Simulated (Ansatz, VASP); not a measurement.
# Cross-check of ZrTe3O8 (ZrTe3O8 (Ia-3)) between VASP and Ansatz

Aim: how closely do two programs agree when they are given the same cell, functional and k mesh? The structure shown is the start of the Ansatz relaxation below; VASP solves that cell, so the two are compared at the walk's first step.

Program: Ansatz 0.2.0. Level of theory: plane waves, with VASP 6.6.1 beside it; single point at PBEsol. Results are calculated unless marked as measured.

## Step 1: The structure

The cell holds 48 atoms: 4 Zr, 12 Te and 32 O. Cell: a = 9.829 Å, b = 9.829 Å, c = 9.829 Å, α = 109.5°, β = 109.5°, γ = 109.5°.

## Step 2: Ansatz: relaxation, PBEsol

Ansatz runs on its default PAW (the set named soft_2) files.

The two programs are compared at the cell with which this relaxation starts, whose forces are those of its first step.

input.yaml reads:

```yaml
crystal:
  lattice:
    - [-5.6747667, 5.6747667, 5.6747667]
    - [5.6747667, -5.6747667, 5.6747667]
    - [5.6747667, 5.6747667, -5.6747667]
  atoms:
    - { symbol: Zr, position: [0.5, 0.0, 0.0] }
    - { symbol: Zr, position: [0.0, 0.0, 0.5] }
    - { symbol: Zr, position: [0.0, 0.5, 0.0] }
    - { symbol: Zr, position: [0.5, 0.5, 0.5] }
    - { symbol: Te, position: [0.54522153, 0.25, 0.79522153] }
    - { symbol: Te, position: [0.70477847, 0.95477847, 0.75] }
    - { symbol: Te, position: [0.25, 0.79522153, 0.54522153] }
    - { symbol: Te, position: [0.79522153, 0.54522153, 0.25] }
    - { symbol: Te, position: [0.75, 0.70477847, 0.95477847] }
    - { symbol: Te, position: [0.95477847, 0.75, 0.70477847] }
    - { symbol: Te, position: [0.45477847, 0.75, 0.20477847] }
    - { symbol: Te, position: [0.29522153, 0.04522153, 0.25] }
    - { symbol: Te, position: [0.75, 0.20477847, 0.45477847] }
    - { symbol: Te, position: [0.20477847, 0.45477847, 0.75] }
    - { symbol: Te, position: [0.25, 0.29522153, 0.04522153] }
    - { symbol: Te, position: [0.04522153, 0.25, 0.29522153] }
    - { symbol: O, position: [0.5385956, 0.2033086, 0.96332418] }
    - { symbol: O, position: [0.76001558, 0.2966914, 0.835287] }
    - { symbol: O, position: [0.9614044, 0.92472858, 0.664713] }
    - { symbol: O, position: [0.57527142, 0.53667582, 0.73998442] }
    - { symbol: O, position: [0.53667582, 0.73998442, 0.57527142] }
    - { symbol: O, position: [0.96332418, 0.5385956, 0.2033086] }
    - { symbol: O, position: [0.2966914, 0.835287, 0.76001558] }
    - { symbol: O, position: [0.664713, 0.9614044, 0.92472858] }
    - { symbol: O, position: [0.2033086, 0.96332418, 0.5385956] }
    - { symbol: O, position: [0.835287, 0.76001558, 0.2966914] }
    - { symbol: O, position: [0.92472858, 0.664713, 0.9614044] }
    - { symbol: O, position: [0.73998442, 0.57527142, 0.53667582] }
    - { symbol: O, position: [0.4614044, 0.7966914, 0.03667582] }
    - { symbol: O, position: [0.23998442, 0.7033086, 0.164713] }
    - { symbol: O, position: [0.0385956, 0.07527142, 0.335287] }
    - { symbol: O, position: [0.42472858, 0.46332418, 0.26001558] }
    - { symbol: O, position: [0.16628372, 0.16628372, 0.16628372] }
    - { symbol: O, position: [0.33371628, 0.5, 1.0] }
    - { symbol: O, position: [1.0, 0.33371628, 0.5] }
    - { symbol: O, position: [0.5, 1.0, 0.33371628] }
    - { symbol: O, position: [0.83371628, 0.83371628, 0.83371628] }
    - { symbol: O, position: [0.66628372, 0.5, 1.0] }
    - { symbol: O, position: [1.0, 0.66628372, 0.5] }
    - { symbol: O, position: [0.5, 1.0, 0.66628372] }
    - { symbol: O, position: [0.26001558, 0.42472858, 0.46332418] }
    - { symbol: O, position: [0.07527142, 0.335287, 0.0385956] }
    - { symbol: O, position: [0.164713, 0.23998442, 0.7033086] }
    - { symbol: O, position: [0.7966914, 0.03667582, 0.4614044] }
    - { symbol: O, position: [0.335287, 0.0385956, 0.07527142] }
    - { symbol: O, position: [0.7033086, 0.164713, 0.23998442] }
    - { symbol: O, position: [0.03667582, 0.4614044, 0.7966914] }
    - { symbol: O, position: [0.46332418, 0.26001558, 0.42472858] }
basis:
  ecutwfc: 420
  xc_grid: 2
hamiltonian:
  xc: pbesol
kpoints:
  mp_grid: { grid: [4, 4, 4] }
scf:
  occupations: { method: fermi_dirac, width: 0.01 }
  max_iter: 150
output:
  forces: true
  stress: true
relax:
  f_tol: 0.01
  max_steps: 60
  cell: {}
checkpoint:
  write: "../pbesol.run"
  compress: false
  write_wavefunctions: false
  write_every: 100000
```

Started as:

```console
$ ansatz run input.yaml --threads 4 --pin off --max-ram 6594MiB --backend cpu --events-out ev --progress --plain --runs-dir out
```

Numbers of over 12 decimals in the logs are rounded to 6 here.

Output:

```text
Engine: ansatz 0.2.0, x86_64-unknown-linux-gnu
Pseudopotentials: kind: paw
Pseudopotential: Zr, paw, valence charge 12, recommended cutoff 420 eV (normal), Zr.paw.azcp
Pseudopotential: Te, paw, valence charge 16, recommended cutoff 420 eV (normal), Te.paw.azcp
Pseudopotential: O, paw, valence charge 6, recommended cutoff 420 eV (normal), O.paw.azcp
Functional definition: PBEsol
  exchange = pbesol_x
  correlation = pbesol_c
Crystal: 48 atoms, lattice volume = 730.978 Å³
Basis set: ecut = 420 eV, 14243 PW (Γ), exchange–correlation on 144×144×144 points (8 copies of the dense FFT grid, shifted against one another)
Bands: 264, of which v1, the nominal top of the filled ones, is band 216 counted from 1 (215 counted from 0)
Symmetry: 24 space group operations
Space group: Ia-3 (ITA 206), of the structure as read, at distance tolerance 9.0e-5 Å
k-points: 8 of 64
Non-local potential: Zr, projectors of the file, l = 0: 3, l = 1: 2, l = 2: 2, l = 3: 2
Non-local potential: Te, projectors of the file, l = 0: 2, l = 1: 2, l = 2: 2, l = 3: 2
Non-local potential: O, projectors of the file, l = 0: 2, l = 1: 2, l = 2: 1
PAW form: soft (Blöchl's): semilocal exchange-correlation on the pseudo side does not see the compensation charge
PAW frozen core: Zr, regenerated for the run's functional, and the local potential with it (the file was generated under x = pbe(κ = 0.804, μ = 0.219515), c = pbe(β = 0.066725))
PAW frozen core: Te, regenerated for the run's functional, and the local potential with it (the file was generated under x = pbe(κ = 0.804, μ = 0.219515), c = pbe(β = 0.066725))
PAW frozen core: O, regenerated for the run's functional, and the local potential with it (the file was generated under x = pbe(κ = 0.804, μ = 0.219515), c = pbe(β = 0.066725))
PAW one-centre angular grid: Zr, 590 points (default); XC on 64 Gauss nodes
PAW one-centre angular grid: Te, 590 points (default); XC on 64 Gauss nodes
PAW one-centre angular grid: O, 110 points (default); XC on 64 Gauss nodes
Initial density: superposition of atomic densities (neutral atoms: chi_scale 0, normalization atom), corrected by the library's trained network
Initial wavefunctions: pseudopotential atomic-orbital guess
Functional: x = pbesol(κ = 0.804, μ = 0.123457), c = pbesol(β = 0.046)
SCF iter   1: F=—  HF=-117278.693651 eV  |F-HF|=—  |Δ(HF+E_count)|=         —  Δρ=1.36e-2  dr2=1.11e0  ethr=1.77e-3  ⟨swp⟩=6.0  Hψ=8531  notcnv=0  defer=1
preconditioner: auto → Resta (q_TF=auto, 2.499 Å⁻¹)  ε∞=4.8  [insulator: Δε(μ)=3.621 eV  Ē_g=11.856 eV  σ=0.010 eV  W_gap=1.00  n_scr=200 (ndim 8)  ℏωp=23.0 eV  f_vac=0.105  D(μ)=0.00/eV (n_scr^D=0)  ε∞_Penn≈4.8]
SCF iter   2: F=—  HF=-117278.415621 eV  |F-HF|=—  |Δ(HF+E_count)|=   2.78e-1  Δρ=2.74e-3  dr2=3.09e-2  ethr=2.56e-4  ⟨swp⟩=2.0  Hψ=3349  notcnv=0  defer=328
SCF iter   3: F=—  HF=-117278.411927 eV  |F-HF|=—  |Δ(HF+E_count)|=   3.69e-3  Δρ=1.11e-3  dr2=5.82e-3  ethr=7.16e-6  ⟨swp⟩=2.9  Hψ=3071  notcnv=0  defer=328
SCF iter   4: F=—  HF=-117278.413898 eV  |F-HF|=—  |Δ(HF+E_count)|=   1.97e-3  Δρ=2.55e-4  dr2=3.92e-4  ethr=1.35e-6  ⟨swp⟩=2.4  Hψ=3568  notcnv=0  defer=328
SCF iter   5: F=—  HF=-117278.414239 eV  |F-HF|=—  |Δ(HF+E_count)|=   3.41e-4  Δρ=2.16e-4  dr2=3.18e-4  ethr=9.07e-8  ⟨swp⟩=2.0  Hψ=2904  notcnv=0  defer=328
SCF iter   6: F=—  HF=-117278.414189 eV  |F-HF|=—  |Δ(HF+E_count)|=   5.01e-5  Δρ=4.11e-5  dr2=1.50e-5  ethr=7.37e-8  ⟨swp⟩=2.1  Hψ=2740  notcnv=0  defer=328
SCF iter   7: F=—  HF=-117278.414901 eV  |F-HF|=—  |Δ(HF+E_count)|=   7.12e-4  Δρ=1.66e-5  dr2=2.10e-6  ethr=3.47e-9  ⟨swp⟩=2.0  Hψ=3105  notcnv=0  defer=328
SCF iter   8: F=—  HF=-117278.414903 eV  |F-HF|=—  |Δ(HF+E_count)|=   1.81e-6  Δρ=4.13e-6  dr2=1.86e-7  ethr=4.87e-10  ⟨swp⟩=2.0  Hψ=3238  notcnv=0  defer=328
SCF iter   9: F=-117278.414903 eV  HF=-117278.414903 eV  |F-HF|=2.19e-8  |Δ(HF+E_count)|=   3.51e-7  Δρ=1.32e-6  dr2=1.60e-8  ethr=2.31e-11  ⟨swp⟩=4.0  Hψ=6473  notcnv=0
SCF 1 converged in 9 iterations: F = -117278.414903 eV  dr2 = 1.60e-8
  greatest PAW one-centre occupation: 0.999 electrons in one spin orbital (limit 2), on the Te atom at site 15 (counted from 0), in its partial waves of l = 2
relax step   1: F+E_penalty+E_count = -117278.41490324 eV  Δ(F+E_penalty+E_count) = +0.000e0 eV  max|allowed force component| = 3.789e-1 eV/Å  Δτ_max = 0.0000 Å  P = +0.589 GPa  Ω = 730.978 Å³  (9 SCF iters, dr2 threshold 1.00e-7 eV, accepted)
Crystal: 48 atoms, lattice volume = 723.188 Å³
Basis set: ecut = 420 eV, 14171 PW (Γ), exchange–correlation on 144×144×144 points (8 copies of the dense FFT grid, shifted against one another)
Initial density: handed on by an earlier stage of this run
Initial wavefunctions: those handed on with the density
iter 1 solved again at ethr=1.38e-5 eV; its pass at ethr=3.10e-3 eV (dr2=5.96e-2 eV) is discarded
[...]
SCF iter   5: F=-117278.523469 eV  HF=-117278.523469 eV  |F-HF|=2.91e-11  |Δ(HF+E_count)|=   1.06e-9  Δρ=2.06e-7  dr2=3.20e-10  ethr=1.00e-12  ⟨swp⟩=4.0  Hψ=6541  notcnv=0
SCF 9 converged in 5 iterations: F = -117278.523469 eV  dr2 = 3.20e-10
[...]
Free energy (F): -117278.523469 eV
Harris-Foulkes:  -117278.523469 eV  (|F-HF|=2.91e-11)
Internal energy: -117278.523469 eV  (E = F + TS)
E sigma→0 (E₀):  -117278.523469 eV
Fermi energy:    9.068444 eV
--- Per-component energies (eV) ---
  E_band       = -4070.239121
  E_kinetic    = 9116.072608
  E_local      = -31311.235416  (includes V_loc(G=0)·N_el)
  E_nonlocal   = -1839.759665
  E_hartree    = 15500.164755
  E_xc         = -4454.762593
  E_vxc        = -5004.219563  (∫ρ·V_xc dr)
  E_paw        = -71493.202414  (= ΣΔE_a)
  E_vpaw       = -6031.501257  (= ΣTr[D̂ρ^β])
  E_aug_tail   = 0.076065  (compensation charges beyond the density's cutoff)
  E_ewald      = -32802.166686
  E_core_change = 6.289877  (= ΣΔE_core)
  E_smearing   = -0.000000  (= −TS)
  E_closure    = 0.000000  (closes the sum)
  Σ components = -117278.523469   (vs F -117278.523469, Δ=0.00e0)
--- Forces (eV/Å), atoms counted from 1 ---
  atom   1  Zr    -0.00000000    -0.00000000     0.00000000
  atom   2  Zr    -0.00000000    -0.00000000    -0.00000000
  atom   3  Zr    -0.00000000    -0.00000000     0.00000000
  atom   4  Zr    -0.00000000    -0.00000000     0.00000000
  atom   5  Te     0.00000000    -0.00052646     0.00000000
  atom   6  Te    -0.00000000    -0.00000000     0.00052646
  atom   7  Te    -0.00052646     0.00000000     0.00000000
  atom   8  Te    -0.00000000     0.00000000    -0.00052646
  atom   9  Te     0.00052646    -0.00000000     0.00000000
  atom  10  Te    -0.00000000     0.00052646     0.00000000
  atom  11  Te    -0.00000000     0.00052646    -0.00000000
  atom  12  Te     0.00000000     0.00000000    -0.00052646
  atom  13  Te     0.00052646     0.00000000    -0.00000000
  atom  14  Te    -0.00000000     0.00000000     0.00052646
  atom  15  Te    -0.00052646    -0.00000000    -0.00000000
  atom  16  Te     0.00000000    -0.00052646     0.00000000
  atom  17  O     -0.00112019     0.00075160    -0.00104593
  atom  18  O      0.00112019     0.00075160     0.00104593
  atom  19  O     -0.00112019    -0.00075160     0.00104593
  atom  20  O     -0.00075160    -0.00104593     0.00112019
  atom  21  O     -0.00104593     0.00112019    -0.00075160
  atom  22  O     -0.00104593    -0.00112019     0.00075160
  atom  23  O      0.00075160     0.00104593     0.00112019
  atom  24  O      0.00104593    -0.00112019    -0.00075160
[...]
atom  41  O     -0.00112019     0.00075160     0.00104593
  atom  42  O      0.00075160    -0.00104593     0.00112019
  atom  43  O     -0.00104593    -0.00112019    -0.00075160
  atom  44  O     -0.00075160     0.00104593     0.00112019
  atom  45  O     -0.00104593     0.00112019     0.00075160
  atom  46  O     -0.00075160    -0.00104593    -0.00112019
  atom  47  O      0.00104593     0.00112019    -0.00075160
  atom  48  O      0.00104593    -0.00112019     0.00075160
  max |Σ_I F_I| component: 2.17e-18 eV/Å
--- Stress (GPa, compression-positive) ---
       -0.021113      -0.000000      -0.000000
       -0.000000      -0.021113       0.000000
        0.000000      -0.000000      -0.021113
  P = ⅓ Tr σ = -0.0211 GPa (-0.211 kbar)
--- Relaxed structure (7 steps of the walk, 7 accepted, 2 SCFs on fresh bases) ---
  F+E_penalty+E_count = -117278.52346939 eV   max|allowed force component| = 1.120e-3 eV/Å   (the final SCF, on the basis selected at the relaxed cell)
  cell:  # Å, volume = 716.1162 Å³
    - [-5.636046, 5.636046, 5.636046]
    - [5.636046, -5.636046, 5.636046]
    - [5.636046, 5.636046, -5.636046]
  atoms:
    - { symbol: Zr, position: [0.5, 0.0, 0.0] }
    - { symbol: Zr, position: [0.0, 0.0, 0.5] }
    - { symbol: Zr, position: [0.0, 0.5, 0.0] }
    - { symbol: Zr, position: [0.5, 0.5, 0.5] }
    - { symbol: Te, position: [0.541430, 0.250000, 0.791430] }
    - { symbol: Te, position: [0.708570, 0.958570, 0.75] }
    - { symbol: Te, position: [0.250000, 0.791430, 0.541430] }
    - { symbol: Te, position: [0.791430, 0.541430, 0.25] }
    - { symbol: Te, position: [0.75, 0.708570, 0.958570] }
    - { symbol: Te, position: [0.958570, 0.750000, 0.708570] }
    - { symbol: Te, position: [0.458570, 0.75, 0.208570] }
    - { symbol: Te, position: [0.291430, 0.041430, 0.250000] }
    - { symbol: Te, position: [0.750000, 0.208570, 0.458570] }
    - { symbol: Te, position: [0.208570, 0.458570, 0.75] }
    - { symbol: Te, position: [0.250000, 0.291430, 0.041430] }
    - { symbol: Te, position: [0.041430, 0.250000, 0.291430] }
    - { symbol: O, position: [0.533170, 0.203051, 0.962193] }
    - { symbol: O, position: [0.759141, 0.296949, 0.830119] }
    - { symbol: O, position: [0.966830, 0.929023, 0.669881] }
    - { symbol: O, position: [0.570977, 0.537807, 0.740859] }
    - { symbol: O, position: [0.537807, 0.740859, 0.570977] }
    - { symbol: O, position: [0.962193, 0.533170, 0.203051] }
    - { symbol: O, position: [0.296949, 0.830119, 0.759141] }
    - { symbol: O, position: [0.669881, 0.966830, 0.929023] }
    - { symbol: O, position: [0.203051, 0.962193, 0.533170] }
    - { symbol: O, position: [0.830119, 0.759141, 0.296949] }
    - { symbol: O, position: [0.929023, 0.669881, 0.966830] }
    - { symbol: O, position: [0.740859, 0.570977, 0.537807] }
    - { symbol: O, position: [0.466830, 0.796949, 0.037807] }
    - { symbol: O, position: [0.240859, 0.703051, 0.169881] }
    - { symbol: O, position: [0.033170, 0.070977, 0.330119] }
    - { symbol: O, position: [0.429023, 0.462193, 0.259141] }
    - { symbol: O, position: [0.163810, 0.163810, 0.163810] }
    - { symbol: O, position: [0.336190, 0.5, 1.0] }
    - { symbol: O, position: [1.0, 0.336190, 0.5] }
    - { symbol: O, position: [0.500000, 1.000000, 0.336190] }
    - { symbol: O, position: [0.836190, 0.836190, 0.836190] }
    - { symbol: O, position: [0.663810, 0.5, 1.0] }
    - { symbol: O, position: [1.0, 0.663810, 0.5] }
    - { symbol: O, position: [0.5, 1.0, 0.663810] }
    - { symbol: O, position: [0.259141, 0.429023, 0.462193] }
    - { symbol: O, position: [0.070977, 0.330119, 0.033170] }
    - { symbol: O, position: [0.169881, 0.240859, 0.703051] }
    - { symbol: O, position: [0.796949, 0.037807, 0.466830] }
    - { symbol: O, position: [0.330119, 0.033170, 0.070977] }
    - { symbol: O, position: [0.703051, 0.169881, 0.240859] }
    - { symbol: O, position: [0.037807, 0.466830, 0.796949] }
    - { symbol: O, position: [0.462193, 0.259141, 0.429023] }
[key lines of the parts left out:]
SCF converged after 5 iterations
```

In the SCF lines HF is the Harris–Foulkes energy and dr2 the Hartree energy of the density residual, in eV; the loop may stop once dr2 is under the threshold and the program's other checks hold. Hψ counts applications of the Hamiltonian.

(Continued in part 2 of 2.)

[Lines on the potential files, build, host, timing and source positions are cut from VASP's logs without a mark.]

[Logs are printed without paths, hosts, clocks, repeated set-up lines and the standing remarks that a program may print on its own settings, such as how far it seeks lower states.]

[Hosts, paths, dates, database ids (printed as entryN), source tags and the programs' standing remarks are cut or masked in the printed files.]
